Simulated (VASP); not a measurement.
Input:

```
RuSb
1.0
    3.23132     0.00000     0.00000
    0.00000     3.23132     0.00000
    0.00000     0.00000     3.23132
Ru Sb
1 1
Cartesian
  0.00000   0.00000   0.00000
  1.61566   1.61566   1.61566
```

These are PBEsol GGA, VASP's PBE PAW potentials (set 64) (plane waves; VASP 6.6.1) values and carry that method's errors. Run with 400 eV cut-off, Gaussian smearing of 0.050 eV, potentials Ru_pv Sb.

Q: Give the energies of bands 4 to 12 at the high-symmetry points, in eV from the Fermi level.

A: 
```json
[
 {"band": "4", "Γ": "-13.80", "X": "-11.16", "M": "-10.19", "R": "-6.68"},
 {"band": "5", "Γ": "-3.90", "X": "-8.13", "M": "-5.17", "R": "-6.49"},
 {"band": "6", "Γ": "-3.90", "X": "-3.47", "M": "-5.17", "R": "-6.49"},
 {"band": "7", "Γ": "-1.12", "X": "-3.26", "M": "-3.69", "R": "-6.49"},
 {"band": "8", "Γ": "-1.12", "X": "-3.26", "M": "-2.06", "R": "-0.01"},
 {"band": "9", "Γ": "-1.12", "X": "-1.10", "M": "-2.06", "R": "-0.01"},
 {"band": "10", "Γ": "0.77", "X": "0.11", "M": "-0.08", "R": "2.15"},
 {"band": "11", "Γ": "0.77", "X": "6.10", "M": "0.73", "R": "2.15"},
 {"band": "12", "Γ": "0.77", "X": "6.25", "M": "2.63", "R": "2.15"}
]
```

It has no gap at this level: it comes out as a metal or semimetal.

The structure was generated: RuSb was put into the CsCl type type (Pm-3m), which need not be its known phase. It was relaxed first, which changed the volume by -34 %. The electron count is odd and the run is not spin-polarised, which forces a metal.
